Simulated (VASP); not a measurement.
Given:

```cif
data_Br4K4
_chemical_formula_sum 'K4 Br4'
_space_group_name_H-M_alt 'Fm-3m'
_space_group_IT_number 225
_space_group_name_Hall '-F 4 2 3'
_cell_length_a 6.55950
_cell_length_b 6.55950
_cell_length_c 6.55950
_cell_angle_alpha 90.000
_cell_angle_beta 90.000
_cell_angle_gamma 90.000
loop_
_atom_site_label
_atom_site_type_symbol
_atom_site_symmetry_multiplicity
_atom_site_Wyckoff_symbol
_atom_site_fract_x
_atom_site_fract_y
_atom_site_fract_z
_atom_site_occupancy
K1 K 4 a 0.00000 0.00000 0.00000 1
Br1 Br 4 b 0.50000 0.50000 0.50000 1
```
(The calculation used a cell of 2 atoms; values per cell refer to that cell.)

All values below come from PBEsol GGA, VASP's PBE PAW potentials (set 64) (plane waves; VASP 6.6.1). Settings: 520 eV cut-off, 7×7×7 Γ-centred mesh, Gaussian smearing of 0.050 eV, potentials K_sv Br.

Question: Give the energy at these volumes per atom, relative to the lowest: 33.15, 34.21, 35.27, 36.32, 37.38 Å³.

Answer: 7.0, 1.7, 0.0, 1.4, 5.3 meV/atom. A third-order Birch-Murnaghan fit gives B0 = 15.4 GPa and B0′ = 5.1.

The compound is KBr in the rock salt structure. It was relaxed first.
